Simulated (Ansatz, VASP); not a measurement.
# Cross-check of AgSbSe3 between VASP and Ansatz, part 3 of 3

One calculation is typed for both programs; each brings its own data sets. How far apart do they land? The cell is generated by rule, not measured, and may not be a known phase. The cell is taken from a series of runs on this material, whose earlier steps may have relaxed, scaled, displaced or heated it; both programs get it as it stands.

VASP 6.6.1 and Ansatz 0.2.0.

So far: The starting structure; Ansatz: zone-centre phonons, PBEsol; VASP: zone-centre phonons, PBEsol.

### 3. VASP: zone-centre phonons, PBEsol (continued)

Level of this step: PBEsol; plane waves and PAW (Ag, Sb, Se); invented cell (VASP).

Numbers of over 12 decimals in the logs are rounded to 6 here.

OUTCAR, selected parts (step 3):

```text
ion  position               nearest neighbor table
   1  0.000  0.000  0.000-
   2  0.500  0.500  0.500-   3 2.61   4 2.61   5 2.61   3 2.61   4 2.61   5 2.61
   3  0.500  0.500  0.000-   2 2.61   2 2.61
   4  0.500  0.000  0.500-   2 2.61   2 2.61
   5  0.000  0.500  0.500-   2 2.61   2 2.61

  LATTYP: Found a simple cubic cell.
 ALAT       =     5.2222568262

 Subroutine GETGRP returns: Found 48 space group operations
 (whereof 48 operations were pure point group operations)

The static configuration has the point symmetry O_h .

 Found     35 irreducible k-points:

   k-points           NKPTS =     35   k-points in BZ     NKDIM =     35   number of bands    NBANDS=     23

   dimension x,y,z NGX =    40 NGY =   40 NGZ =   40
   dimension x,y,z NGXF=    80 NGYF=   80 NGZF=   80

   ENCUT  =  500.0 eV  36.75 Ry    6.06 a.u.   9.52  9.52  9.52*2*pi/ulx,y,z

   NELECT =      34.0000    total number of electrons

 k-points in reciprocal lattice and weights: Automatic mesh
   0.00000000  0.00000000  0.00000000       0.002
   0.12500000  0.00000000  0.00000000       0.012
   0.25000000  0.00000000  0.00000000       0.012
   0.37500000  0.00000000  0.00000000       0.012
   0.50000000  0.00000000  0.00000000       0.006
   0.12500000  0.12500000  0.00000000       0.023
   0.25000000  0.12500000  0.00000000       0.047
   0.37500000  0.12500000  0.00000000       0.047
   0.50000000  0.12500000  0.00000000       0.023
[...]
0.50000000  0.50000000  0.37500000       0.012
   0.50000000  0.50000000  0.50000000       0.002

 average (electrostatic) potential at core
       1 -74.5630       2 -90.1411       3 -54.8058       4 -54.8058       5 -54.8058

  Total        0.0986246      0.0986246      0.0986246      0.0000000     -0.0000000      0.0000000
  in kB        1.1094840      1.1094840      1.1094840      0.0000000     -0.0000000      0.0000000
  external PRESSURE =       1.1094840 kB  Pullay stress =       0.0000000 kB

  energy-cutoff  :      500.00
  volume of cell :      142.42
      direct lattice vectors                 reciprocal lattice vectors
     5.222256826  0.000000000  0.000000000     0.191488093  0.000000000  0.000000000
[...]
POSITION                                       TOTAL-FORCE (eV/Angst)
 -----------------------------------------------------------------------------------
      0.00000      0.00000      0.00000         0.000000      0.000000      0.000000
      2.61113      2.61113      2.61113         0.000000      0.000000      0.000000
      2.61113      2.61113      0.00000         0.000000      0.000000      0.000000
      2.61113      0.00000      2.61113         0.000000      0.000000      0.000000
      0.00000      2.61113      2.61113         0.000000      0.000000      0.000000
 -----------------------------------------------------------------------------------
    total drift:                                0.000000     -0.000000     -0.000000

 Eigenvectors and eigenvalues of the dynamical matrix
 ----------------------------------------------------

   1 f  =    5.589804 THz    35.121772 2PiTHz  186.455780 cm-1    23.117560 meV
             X         Y         Z           dx          dy          dz
      0.000000  0.000000  0.000000    -0.002787   -0.003306    0.000000
      2.611128  2.611128  2.611128    -0.339288   -0.402519   -0.000000
      2.611128  2.611128  0.000000    -0.058541   -0.069451   -0.000000
      2.611128  0.000000  2.611128    -0.058541    0.642608    0.000000
      0.000000  2.611128  2.611128     0.541661   -0.069451    0.000000

   2 f  =    5.589804 THz    35.121772 2PiTHz  186.455780 cm-1    23.117560 meV
             X         Y         Z           dx          dy          dz
      0.000000  0.000000  0.000000     0.003306   -0.002787   -0.000000
      2.611128  2.611128  2.611128     0.402519   -0.339288    0.000000
      2.611128  2.611128  0.000000     0.069451   -0.058541   -0.000000
      2.611128  0.000000  2.611128     0.069451    0.541661    0.000000
      0.000000  2.611128  2.611128    -0.642608   -0.058541    0.000000

   3 f  =    5.589804 THz    35.121772 2PiTHz  186.455780 cm-1    23.117560 meV
             X         Y         Z           dx          dy          dz
      0.000000  0.000000  0.000000    -0.000000    0.000000    0.004324
      2.611128  2.611128  2.611128    -0.000000    0.000000    0.526439
      2.611128  2.611128  0.000000    -0.000000    0.000000   -0.840442
      2.611128  0.000000  2.611128    -0.000000   -0.000000    0.090832
      0.000000  2.611128  2.611128     0.000000    0.000000    0.090832

   4 f  =    0.012943 THz     0.081325 2PiTHz    0.431740 cm-1     0.053529 meV
             X         Y         Z           dx          dy          dz
      0.000000  0.000000  0.000000    -0.155445   -0.461542   -0.011595
      2.611128  2.611128  2.611128    -0.161804   -0.480422   -0.012070
      2.611128  2.611128  0.000000    -0.131224   -0.389625   -0.009736
      2.611128  0.000000  2.611128    -0.131224   -0.387522   -0.009788
      0.000000  2.611128  2.611128    -0.130516   -0.389625   -0.009788

   5 f  =    0.012943 THz     0.081325 2PiTHz    0.431740 cm-1     0.053529 meV
             X         Y         Z           dx          dy          dz
      0.000000  0.000000  0.000000    -0.079203    0.014605    0.480450
      2.611128  2.611128  2.611128    -0.082443    0.015202    0.500104
      2.611128  2.611128  0.000000    -0.066862    0.012329    0.403398
      2.611128  0.000000  2.611128    -0.066862    0.012263    0.405587
      0.000000  2.611128  2.611128    -0.066501    0.012329    0.405587

   6 f  =    0.012943 THz     0.081325 2PiTHz    0.431740 cm-1     0.053529 meV
             X         Y         Z           dx          dy          dz
      0.000000  0.000000  0.000000     0.454843   -0.155191    0.079699
      2.611128  2.611128  2.611128     0.473450   -0.161540    0.082960
      2.611128  2.611128  0.000000     0.383970   -0.131010    0.066918
      2.611128  0.000000  2.611128     0.383970   -0.130302    0.067281
      0.000000  2.611128  2.611128     0.381898   -0.131010    0.067281

   7 f/i=    1.611914 THz    10.127953 2PiTHz   53.767659 cm-1     6.666337 meV
             X         Y         Z           dx          dy          dz
      0.000000  0.000000  0.000000    -0.000499    0.010147   -0.737521
      2.611128  2.611128  2.611128     0.000388   -0.007883    0.572933
      2.611128  2.611128  0.000000    -0.000057    0.001155    0.336934
      2.611128  0.000000  2.611128    -0.000057   -0.004636   -0.083956
      0.000000  2.611128  2.611128     0.000228    0.001155   -0.083956

   8 f/i=    1.611914 THz    10.127953 2PiTHz   53.767659 cm-1     6.666337 meV
             X         Y         Z           dx          dy          dz
      0.000000  0.000000  0.000000     0.730598   -0.101308   -0.001888
      2.611128  2.611128  2.611128    -0.567555    0.078700    0.001467
      2.611128  2.611128  0.000000     0.083167   -0.011532    0.000863
      2.611128  0.000000  2.611128     0.083167    0.046282   -0.000215
      0.000000  2.611128  2.611128    -0.333771   -0.011532   -0.000215

   9 f/i=    1.611914 THz    10.127953 2PiTHz   53.767659 cm-1     6.666337 meV
             X         Y         Z           dx          dy          dz
      0.000000  0.000000  0.000000    -0.101324   -0.730530   -0.009983
      2.611128  2.611128  2.611128     0.078713    0.567502    0.007755
      2.611128  2.611128  0.000000    -0.011534   -0.083160    0.004561
      2.611128  0.000000  2.611128    -0.011534    0.333740   -0.001136
      0.000000  2.611128  2.611128     0.046290   -0.083160   -0.001136

  10 f/i=    2.267770 THz    14.248821 2PiTHz   75.644675 cm-1     9.378740 meV
             X         Y         Z           dx          dy          dz
      0.000000  0.000000  0.000000    -0.000000    0.000000   -0.000000
      2.611128  2.611128  2.611128     0.000000    0.000000    0.000000
      2.611128  2.611128  0.000000    -0.001608    0.706830    0.000000
      2.611128  0.000000  2.611128     0.001608    0.000000    0.019701
      0.000000  2.611128  2.611128    -0.000000   -0.706830   -0.019701

  11 f/i=    2.267770 THz    14.248821 2PiTHz   75.644675 cm-1     9.378740 meV
             X         Y         Z           dx          dy          dz
      0.000000  0.000000  0.000000    -0.000000    0.000000    0.000000
      2.611128  2.611128  2.611128     0.000000   -0.000000   -0.000000
      2.611128  2.611128  0.000000     0.707105    0.001606   -0.000000
      2.611128  0.000000  2.611128    -0.707105   -0.000000    0.000092
      0.000000  2.611128  2.611128    -0.000000   -0.001606   -0.000092

  12 f/i=    2.267770 THz    14.248821 2PiTHz   75.644675 cm-1     9.378740 meV
             X         Y         Z           dx          dy          dz
      0.000000  0.000000  0.000000     0.000000    0.000000    0.000000
      2.611128  2.611128  2.611128     0.000000    0.000000   -0.000000
      2.611128  2.611128  0.000000     0.000047    0.019701   -0.000000
      2.611128  0.000000  2.611128    -0.000047    0.000000   -0.706832
      0.000000  2.611128  2.611128     0.000000   -0.019701    0.706832

  13 f/i=    2.914315 THz    18.311181 2PiTHz   97.211085 cm-1    12.052633 meV
             X         Y         Z           dx          dy          dz
      0.000000  0.000000  0.000000    -0.008924   -0.013918    0.467279
      2.611128  2.611128  2.611128    -0.007075   -0.011034    0.370464
      2.611128  2.611128  0.000000     0.010722    0.016722    0.113107
      2.611128  0.000000  2.611128     0.010722   -0.003369   -0.561410
      0.000000  2.611128  2.611128    -0.002160    0.016722   -0.561410

  14 f/i=    2.914315 THz    18.311181 2PiTHz   97.211085 cm-1    12.052633 meV
             X         Y         Z           dx          dy          dz
      0.000000  0.000000  0.000000    -0.299554    0.358979    0.004971
      2.611128  2.611128  2.611128    -0.237490    0.284603    0.003941
      2.611128  2.611128  0.000000     0.359898   -0.431294    0.001203
      2.611128  0.000000  2.611128     0.359898    0.086892   -0.005973
      0.000000  2.611128  2.611128    -0.072508   -0.431294   -0.005973

  15 f/i=    2.914315 THz    18.311181 2PiTHz   97.211085 cm-1    12.052633 meV
             X         Y         Z           dx          dy          dz
      0.000000  0.000000  0.000000     0.358902    0.299271    0.015769
      2.611128  2.611128  2.611128     0.284542    0.237266    0.012502
      2.611128  2.611128  0.000000    -0.431202   -0.359559    0.003817
      2.611128  0.000000  2.611128    -0.431202    0.072440   -0.018945
      0.000000  2.611128  2.611128     0.086874   -0.359559   -0.018945

 ELASTIC MODULI CONTR FROM IONIC RELAXATION (kBar)
 Direction    XX          YY          ZZ          XY          YZ          ZX
 --------------------------------------------------------------------------------
 XX           0.0000      0.0000      0.0000      0.0000      0.0000      0.0000
 YY           0.0000      0.0000      0.0000      0.0000      0.0000      0.0000
 ZZ           0.0000      0.0000      0.0000      0.0000      0.0000      0.0000
 XY           0.0000      0.0000      0.0000      0.0000      0.0000      0.0000
 YZ           0.0000      0.0000      0.0000      0.0000      0.0000      0.0000
 ZX           0.0000      0.0000      0.0000      0.0000      0.0000      0.0000
 --------------------------------------------------------------------------------
```

### 4. Differences

Known differences besides the potentials themselves: the data sets hold 82 valence electrons in Ansatz (on its PAW soft_1 files) and 34 in VASP; the cutoff is 420 eV in Ansatz and 500 eV in VASP; Ansatz makes its cores anew for this functional, VASP keeps those of its PBE data sets. Total energies have different zeros and are not compared.

The two programs side by side:

```csv
quantity,Ansatz,VASP,difference
"optical mode 1 to 3 (imaginary, printed as negative) (cm⁻¹)",-97.5,-97.2,-0.3
"optical mode 4 to 6 (imaginary, printed as negative) (cm⁻¹)",-76.0,-75.6,-0.4
"optical mode 7 to 9 (imaginary, printed as negative) (cm⁻¹)",-54.5,-53.8,-0.7
optical mode 10 to 12 (cm⁻¹),181.4,186.5,-2.72 %
```

Modes are paired by rising frequency, not by their patterns, so a pair may set unlike modes beside each other; they are those without the splitting of longitudinal modes.

### 5. Outcome

```
r.m.s. difference of the optical zone-centre modes, each program's sorted by frequency (zone-centre phonons, PBEsol) : 2.6 cm⁻¹
difference in optical mode 10 to 12 (zone-centre phonons, PBEsol)                                                    : -2.7 %
```

The r.m.s. difference of the optical zone-centre modes, each program's sorted by frequency is 2.6 cm⁻¹ (zone-centre phonons, PBEsol). The data sets hold unlike numbers of valence electrons (82 in Ansatz and 34 in VASP), so part of the differences comes from the potentials. Among the rows given in per cent, the largest difference of the zone-centre phonons, PBEsol pair is in optical mode 10 to 12, -2.7 %. Such differences can come from data sets, numerical settings and the points named under the comparisons, not from the functional's error against experiment.

[Lines on the potential files, build, host, timing and source positions are cut from VASP's logs without a mark.]

[Logs are printed without paths, hosts, clocks, repeated set-up lines and the standing remarks that a program may print on its own settings, such as how far it seeks lower states.]

[Hosts, paths, dates, database ids (printed as entryN), source tags and the programs' standing remarks are cut or masked in the printed files.]
